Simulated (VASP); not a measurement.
# What spin-orbit coupling changes in Mo2N

What does spin-orbit coupling change in Mo2N, and what does it cost? All runs use LDA. Left out of this account: 1 further run (self-consistent run: a reference on another mesh). The start is a cell from a database of measured crystal structures.

Method: LDA, no spin polarisation; plane waves and PAW (Mo_sv, N), in the first sound run; inputs show where later runs differ, in VASP 6.6.1.

## (1) The starting structure

The structure is tetragonal, space group I4_1/amd (No. 141). Conventional cell: a = 4.200 Å, b = 4.200 Å, c = 8.000 Å, α = 90.00°, β = 90.00°, γ = 90.00°. Nearest to Mo lie 3 N at 2.06 to 2.10 Å. N has 6 Mo at 2.06 to 2.10 Å nearest. Farther neighbours and most contacts between anions are not listed.

## (2) Bands along the symmetry lines (LDA)

Levels along the symmetry lines show where the bands peak and cross; KPOINTS_OPT computes them in the converged potential. LDA, the lowest rung, knows the local density alone.

INCAR reads:

```
SYSTEM = Mo2N
PREC = Accurate
ENCUT = 520
EDIFF = 1E-06
NELM = 100
ISMEAR = -1
SIGMA = 0.05
LREAL = .FALSE.
ALGO = Normal
GGA = CA
NBANDS = 50
LASPH = .TRUE.
LORBIT = 11
LWAVE = .FALSE.
LCHARG = .FALSE.
KPAR = 4
```

POSCAR reads:

```
Mo2N
1.0
   -2.1000000000      2.1000000000      4.0000000000
    2.1000000000     -2.1000000000      4.0000000000
    2.1000000000      2.1000000000     -4.0000000000
Mo N
4 2
Direct
    0.2580000000      0.2580000000      0.0000000000
    0.0080000000      0.5080000000      0.5000000000
    0.4920000000      0.9920000000      0.5000000000
    0.7420000000      0.7420000000      0.0000000000
    0.0000000000      0.0000000000      0.0000000000
    0.7500000000      0.2500000000      0.5000000000
```

KPOINTS reads:

```
Automatic mesh
0
Gamma
9 9 9
0 0 0
```

KPOINTS_OPT reads:

```
Line mode
16
Line-mode
Reciprocal
  0.00000000   0.00000000   0.00000000 GAMMA
  0.00000000   0.00000000   0.50000000 X

  0.00000000   0.00000000   0.50000000 X
 -0.13781250   0.13781250   0.50000000 Y

 -0.13781250   0.13781250   0.50000000 Y
 -0.31890625   0.31890625   0.31890625 S

 -0.31890625   0.31890625   0.31890625 S
  0.00000000   0.00000000   0.00000000 GAMMA

  0.00000000   0.00000000   0.00000000 GAMMA
  0.50000000   0.50000000  -0.50000000 Z

  0.50000000   0.50000000  -0.50000000 Z
  0.31890625   0.68109375  -0.31890625 S1

  0.31890625   0.68109375  -0.31890625 S1
  0.00000000   0.50000000   0.00000000 N

  0.00000000   0.50000000   0.00000000 N
  0.25000000   0.25000000   0.25000000 P

  0.25000000   0.25000000   0.25000000 P
  0.50000000   0.50000000  -0.13781250 Y1

  0.50000000   0.50000000  -0.13781250 Y1
  0.50000000   0.50000000  -0.50000000 Z

  0.00000000   0.00000000   0.50000000 X
  0.25000000   0.25000000   0.25000000 P
```

Potentials, in the order of the species: Mo_sv and N (LDA family, release 64).

On the command line:

```bash
mpirun -np 4 vasp_std
```

Log:

```text
[banner, memory and clock lines left out]
running    4 mpi-ranks, on    1 nodes
 distrk:  each k-point on    1 cores,    4 groups
 distr:  one band on    1 cores,    1 groups

 POSCAR found type information on POSCAR MoN
 POSCAR found :  2 types and       6 ions
 LDA part: xc-table for (Slater(with rela. corr.)+CA(PZ))
 , standard interpolation
 POSCAR, INCAR and KPOINTS ok, starting setup
 FFT: planning ... GRIDC
 FFT: planning ... GRID_SOFT
 FFT: planning ... GRID
 WAVECAR not read
 entering main loop
       N       E                     dE             d eps       ncg     rms          rms(c)
DAV:   1     0.803420912831E+03    0.80342E+03   -0.38438E+04  7500   0.141E+03
DAV:   2    -0.446961593094E+02   -0.84812E+03   -0.81396E+03  8204   0.471E+02
DAV:   3    -0.768333387561E+02   -0.32137E+02   -0.31365E+02  8344   0.965E+01
DAV:   4    -0.771008101447E+02   -0.26747E+00   -0.26693E+00  8166   0.872E+00
DAV:   5    -0.771023374431E+02   -0.15273E-02   -0.15272E-02  8286   0.682E-01    0.520E+01
DAV:   6    -0.701527350512E+02    0.69496E+01   -0.20292E+01  8322   0.277E+01    0.104E+01
DAV:   7    -0.695909108336E+02    0.56182E+00   -0.18068E+00  8264   0.828E+00    0.116E+01
DAV:   8    -0.694880648044E+02    0.10285E+00   -0.59309E-01  7904   0.390E+00    0.107E+00
DAV:   9    -0.694720272744E+02    0.16038E-01   -0.60258E-02  7998   0.134E+00    0.123E+00
DAV:  10    -0.694709332703E+02    0.10940E-02   -0.34586E-03  7976   0.350E-01    0.106E-01
DAV:  11    -0.694708849640E+02    0.48306E-04   -0.12502E-04  7986   0.704E-02    0.676E-02
DAV:  12    -0.694708858683E+02   -0.90428E-06   -0.11109E-05  8106   0.245E-02    0.807E-03
DAV:  13    -0.694708856581E+02    0.21018E-06   -0.74258E-07  4488   0.636E-03
   1 F= -.69470886E+02 E0= -.69454191E+02  d E =-.333892E-01
 Start KPOINTS_OPT (optional k-point list driver)
k-point batch [1-75\176]
       N       E                     dE             ncg
DAV:   1     0.153334185970E+05   -0.96103E+05     7500
DAV:   2    -0.479879330066E+05   -0.63321E+05     8128
DAV:   3    -0.501905970790E+05   -0.22027E+04     8412
DAV:   4    -0.502098267049E+05   -0.19230E+02     8080
DAV:   5    -0.502099452322E+05   -0.11853E+00     8362
DAV:   6    -0.502099469778E+05   -0.17455E-02     8126
DAV:   7    -0.502099470150E+05   -0.37235E-04     6718
DAV:   8    -0.502099470159E+05   -0.92133E-06     5308
[...]
k-point batch [151-176\176]
       N       E                     dE             ncg
DAV:   1     0.106646564160E+06   -0.46903E+05     2600
DAV:   2     0.845448653742E+05   -0.22102E+05     2794
DAV:   3     0.837925719483E+05   -0.75229E+03     2968
DAV:   4     0.837859136355E+05   -0.66583E+01     2744
DAV:   5     0.837858753248E+05   -0.38311E-01     2834
DAV:   6     0.837858747686E+05   -0.55624E-03     2766
DAV:   7     0.837858747565E+05   -0.12132E-04     2220
DAV:   8     0.837858747562E+05   -0.30996E-06     1726
```

Wall time 2.8 min (4 MPI ranks of Intel Xeon Platinum 8175M at 2.50GHz (Skylake/Cascade Lake), shared host); peak memory 1.8 GiB.

The logs omit lines about the potential files and the build; timing stands in the text.

From OUTCAR (step 2):

```text
ion  position               nearest neighbor table
   1  0.258  0.258  0.000-   5 2.06   6 2.10   6 2.10   3 2.81   3 2.81   2 2.90   2 2.90   2 2.90
                             2 2.90   4 2.97   4 2.97   4 2.97   4 2.97   3 2.99   3 2.99
   2  0.008  0.508  0.500-   6 2.06   5 2.10   5 2.10   4 2.81   4 2.81   1 2.90   1 2.90   1 2.90
                             1 2.90   3 2.97   3 2.97   3 2.97   3 2.97   4 2.99   4 2.99
   3  0.492  0.992  0.500-   6 2.06   5 2.10   5 2.10   1 2.81   1 2.81   4 2.90   4 2.90   4 2.90
                             4 2.90   2 2.97   2 2.97   2 2.97   2 2.97   1 2.99   1 2.99
   4  0.742  0.742  0.000-   5 2.06   6 2.10   6 2.10   2 2.81   2 2.81   3 2.90   3 2.90   3 2.90
                             3 2.90   1 2.97   1 2.97   1 2.97   1 2.97   2 2.99   2 2.99
   5  0.000  0.000  0.000-   1 2.06   4 2.06   3 2.10   2 2.10   2 2.10   3 2.10
   6  0.750  0.250  0.500-   2 2.06   3 2.06   1 2.10   4 2.10   1 2.10   4 2.10

  LATTYP: Found a body centered tetragonal cell.
 ALAT       =     4.2000000000
 C/A-ratio  =     1.9047619048

 Subroutine GETGRP returns: Found 16 space group operations
 (whereof  8 operations were pure point group operations)

The static configuration has the point symmetry D_2d.
 The point group associated with its full space group is D_4h.

 Found     75 irreducible k-points:

   k-points           NKPTS =     75   k-points in BZ     NKDIM =     75   number of bands    NBANDS=     50

   dimension x,y,z NGX =    40 NGY =   40 NGZ =   40
   dimension x,y,z NGXF=    80 NGYF=   80 NGZF=   80

   ENCUT  =  520.0 eV  38.22 Ry    6.18 a.u.   9.26  9.26  9.26*2*pi/ulx,y,z

   NELECT =      66.0000    total number of electrons

 k-points in reciprocal lattice and weights: Automatic mesh
   0.00000000  0.00000000  0.00000000       0.001
   0.11111111  0.00000000 -0.00000000       0.011
   0.22222222 -0.00000000  0.00000000       0.011
   0.33333333  0.00000000 -0.00000000       0.011
   0.44444444 -0.00000000  0.00000000       0.011
   0.11111111  0.11111111 -0.00000000       0.011
   0.22222222  0.11111111  0.00000000       0.022
   0.33333333  0.11111111 -0.00000000       0.022
   0.44444444  0.11111111 -0.00000000       0.022
[...]
-0.44444444  0.44444444  0.44444444       0.005
  -0.44444444 -0.44444444  0.44444444       0.003

 average (electrostatic) potential at core
       1 -69.1107       2 -69.1107       3 -69.1107       4 -69.1107       5 -57.1923
       6 -57.1923

 E-fermi :  13.1669

 k-point     1 :       0.0000    0.0000    0.0000
  band No.  band energies     occupation
    ...
     31      12.3033      2.00000
     32      12.3033      2.00000
     33      12.5022      2.00000
     34      12.5022      2.00000
     35      12.8623      1.99549
     36      13.4096      0.01549
     37      14.9418      0.00000
     38      15.3907      0.00000
     39      15.7832      0.00000
     40      15.8690      0.00000
    ...

 k-point     2 :       0.1111    0.0000   -0.0000
  band No.  band energies     occupation
    ...
     30      11.4344      2.00000
     31      11.6144      2.00000
     32      12.1798      2.00000
     33      12.4851      2.00000
     34      12.9600      1.96862
     35      13.2253      0.47458
     36      13.7946      0.00001
     37      14.7214      0.00000
     38      15.2868      0.00000
     39      15.6088      0.00000
    ...

 k-point     3 :       0.2222   -0.0000    0.0000
  band No.  band energies     occupation
    ...
     29      10.8192      2.00000
     30      11.3354      2.00000
     31      11.5577      2.00000
     32      12.2949      2.00000
     33      12.4819      2.00000
     34      13.3007      0.12884
     35      13.5406      0.00114
     36      13.8661      0.00000
     37      14.4017      0.00000
     38      15.1421      0.00000
    ...

  Total       -1.3373280     -1.3373280     -1.2075633      0.0000000      0.0000000      0.0000000
  in kB      -30.3661655    -30.3661655    -27.4196515      0.0000000      0.0000000      0.0000000
  external PRESSURE =     -29.3839942 kB  Pullay stress =       0.0000000 kB

  energy-cutoff  :      520.00
  volume of cell :       70.56
      direct lattice vectors                 reciprocal lattice vectors
    -2.100000000  2.100000000  4.000000000     0.000000000  0.238095238  0.125000000
     2.100000000 -2.100000000  4.000000000     0.238095238  0.000000000  0.125000000
     2.100000000  2.100000000 -4.000000000     0.238095238  0.238095238  0.000000000

 POSITION                                       TOTAL-FORCE (eV/Angst)
 -----------------------------------------------------------------------------------
      0.00000      0.00000      2.06400        -0.000000      0.000000      0.168206
      2.10000      0.00000      0.06400         0.000000     -0.000000      0.168206
      2.10000      0.00000      3.93600         0.000000     -0.000000     -0.168206
      0.00000      0.00000      5.93600        -0.000000      0.000000     -0.168206
      0.00000      0.00000      0.00000         0.000000      0.000000      0.000000
     -0.00000      2.10000      2.00000         0.000000      0.000000      0.000000
 -----------------------------------------------------------------------------------
    total drift:                               -0.000000     -0.000000      0.000000

  FREE ENERGIE OF THE ION-ELECTRON SYSTEM (eV)
  ---------------------------------------------------
  free  energy   TOTEN  =       -69.4708856581 eV

  energy  without entropy=      -69.4374964860  energy(sigma->0) =      -69.45419107

 total charge
# of ion       s       p       d       tot
------------------------------------------
    1        2.318   6.227   4.012  12.557
    2        2.318   6.227   4.012  12.557
    3        2.318   6.227   4.012  12.557
    4        2.318   6.227   4.012  12.557
    5        1.234   2.528   0.000   3.761
    6        1.234   2.528   0.000   3.761
--------------------------------------------------
tot         11.741  29.962  16.047  57.750

[... 3 further parts left out ...]
```

This run has no spin polarisation, although Mo can carry a moment. Spin-orbit coupling is off here; it would split degenerate levels. At this level the cell is under a tension of 2.9 GPa, so at these settings it is away from equilibrium.

Numbers from this step:

```
SCF cycles              : 13
electrons               : 66
bands                   : 50
irreducible k-points    : 75
symmetry operations     : 16
free energy (TOTEN)     : -69.4709 eV
energy at zero smearing : -69.4542 eV
Fermi energy            : 13.17 eV
pressure                : -2.938 GPa
metallic                : yes
```

Electronic bands along the path, in eV, zero at the Fermi level; # counts the bands kept, so #1 is VASP's band 19:

```
          point    #11    #12    #13    #14    #15    #16    #17   #18
              Γ  -2.19  -1.61  -0.86  -0.86  -0.66  -0.66  -0.30  0.24
0.53 of the way  -2.31  -1.82  -1.57  -1.47  -0.42  -0.06   0.59  1.34
              X  -2.00  -2.00  -1.57  -1.57   0.09   0.09   1.51  1.51
0.53 of the way  -2.28  -2.28  -1.57  -1.57   0.26   0.26   1.35  1.35
              Y  -2.42  -2.42  -1.67  -1.67   0.45   0.45   1.14  1.14
0.47 of the way  -2.32  -1.98  -1.73  -1.67   0.06   0.33   0.99  1.32
              S  -2.68  -1.94  -1.17  -1.09  -0.27  -0.13   0.85  1.19
0.47 of the way  -2.12  -1.81  -1.44  -1.04  -0.45  -0.05   0.47  0.48
              Γ  -2.19  -1.61  -0.86  -0.86  -0.66  -0.66  -0.30  0.24
0.53 of the way  -3.17  -2.46  -1.19  -1.19  -0.05   0.11   0.89  0.89
              Z  -3.80  -3.80   0.17   0.17   0.20   0.20   0.63  0.63
0.53 of the way  -3.23  -2.82  -0.24  -0.23  -0.08  -0.03   1.12  1.35
             S1  -2.68  -1.94  -1.17  -1.09  -0.27  -0.13   0.85  1.19
0.47 of the way  -2.78  -1.80  -1.78  -0.98  -0.31   0.10   0.20  1.15
              N  -2.44  -2.09  -1.79  -0.76  -0.41  -0.18   0.34  1.21
0.53 of the way  -2.38  -1.96  -1.74  -1.23   0.09   0.24   1.05  1.17
              P  -1.56  -1.56  -1.27  -1.27   0.77   0.77   1.13  1.13
0.53 of the way  -2.10  -2.03  -1.69  -1.26   0.30   0.56   1.27  1.32
             Y1  -2.42  -2.42  -1.67  -1.67   0.45   0.45   1.14  1.14
0.53 of the way  -2.86  -2.86  -0.70  -0.70   0.14   0.14   1.35  1.35
              Z  -3.80  -3.80   0.17   0.17   0.20   0.20   0.63  0.63
      jump to X  -2.00  -2.00  -1.57  -1.57   0.09   0.09   1.51  1.51
0.47 of the way  -1.89  -1.89  -1.37  -1.37   0.31   0.31   1.44  1.44
              P  -1.56  -1.56  -1.27  -1.27   0.77   0.77   1.13  1.13
```

Of the projections kept (Mo, N), the largest for each band there; the rest of the weight can lie on other orbitals:

```
point      #11      #12      #13      #14      #15      #16      #17      #18
    Γ  Mo 0.99  Mo 1.00  Mo 0.68  Mo 0.68  Mo 0.72  Mo 0.72  Mo 1.00  Mo 0.99
    X  Mo 0.95  Mo 0.95  Mo 0.98  Mo 0.98  Mo 1.00  Mo 1.00  Mo 0.93  Mo 0.93
    Y  Mo 0.99  Mo 0.99  Mo 0.94  Mo 0.94  Mo 0.96  Mo 0.96  Mo 0.97  Mo 0.97
    S  Mo 0.97  Mo 0.76  Mo 0.96  Mo 0.94  Mo 0.97  Mo 1.00  Mo 0.99  Mo 0.99
    Γ  Mo 0.99  Mo 1.00  Mo 0.68  Mo 0.68  Mo 0.72  Mo 0.72  Mo 1.00  Mo 0.99
    Z  Mo 1.00  Mo 1.00  Mo 0.92  Mo 0.92  Mo 0.98  Mo 0.98  Mo 1.00  Mo 1.00
```

Force by atom:

```
atom  x (eV/Å)  y (eV/Å)  z (eV/Å)   size
 Mo1     0.000     0.000     0.168  0.168
 Mo2     0.000     0.000     0.168  0.168
 Mo3     0.000     0.000    -0.168  0.168
 Mo4     0.000     0.000    -0.168  0.168
  N5     0.000     0.000     0.000  0.000
  N6     0.000     0.000     0.000  0.000
```

There is no gap at this level.

(Continued in part 2 of 4.)

[Lines on the potential files, build, host, timing and source positions are cut from VASP's logs without a mark.]

[Logs are printed without paths, hosts, clocks, repeated set-up lines and the standing remarks that a program may print on its own settings, such as how far it seeks lower states.]

[Hosts, paths, dates, database ids (printed as entryN), source tags and the programs' standing remarks are cut or masked in the printed files.]

[A measured line is paired with the nearest computed mode of its activity, which favours agreement.]
